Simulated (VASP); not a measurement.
Data:

```
FeSe2
1.0
    4.77959     0.00000     0.00000
    0.00000     5.75626     0.00000
    0.00000     0.00000     3.58090
Fe Se
2 4
Direct
  0.00000   0.00000   0.00000
  0.50000   0.50000   0.50000
  0.21326   0.36977   0.00000
  0.78674   0.63023   0.00000
  0.71326   0.13023   0.50000
  0.28674   0.86977   0.50000
```

Method: LDA (Ceperley-Alder, Perdew-Zunger), VASP's LDA PAW potentials (set 64) (plane waves; VASP 6.6.1). Run with 300 eV cut-off, 4×3×5 Γ-centred mesh, Fermi-Dirac smearing of 0.010 eV, potentials Fe Se.

At this cut-off the stress carries a Pulay error, which pulls relaxed volumes low.

**Question.** Which forces act on the atoms, in eV/Å?

**Answer.** 
```
atom      Fx      Fy     Fz
----  ------  ------  -----
Fe1    0.000   0.000  0.000
Fe2    0.000   0.000  0.000
Se3    0.403  -0.179  0.000
Se4   -0.403   0.179  0.000
Se5    0.403   0.179  0.000
Se6   -0.403  -0.179  0.000
```

**Question.** Give the stress tensor in GPa (positive for a compressed cell).

**Answer.** 
```
-6.88   0.00   0.00
 0.00  -7.29   0.00
 0.00   0.00  -7.83
```
The pressure is its mean diagonal, -7.33 GPa.

The structure comes from a computed database's FeSe2 entry (Pnnm); how it stands against other phases isn't given here. The cell was not relaxed at this level. The run is not spin-polarised, so no magnetic state was tried.
